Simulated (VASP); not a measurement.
Here is the system:

```yaml
crystal:
  lattice:
    - [2.20760, -3.74870, 0.00000]
    - [2.20760, 3.74870, 0.00000]
    - [0.00000, 0.00000, 5.96654]
  atoms:
    - { symbol: Te, position: [0.00000, 0.28091, 0.66667] }
    - { symbol: Te, position: [0.71909, 0.71909, 0.00000] }
    - { symbol: Te, position: [0.28091, 0.00000, 0.33333] }
```

All values below come from PBEsol GGA, VASP's PBE PAW potentials (set 64) (plane waves; VASP). Numerical set-up: 480 eV cut-off, 6×6×4 Γ-centred mesh, Gaussian smearing of 0.050 eV, potentials Te.

**Question.** Predict the energy per atom (σ→0), largest force.

**Answer.** 
The energy per atom (σ→0) is -3520 meV/atom. The largest force comes out as 0.087 eV/Å.

The compound is Te in the trig structure. This cell was strained or had an atom moved on purpose.
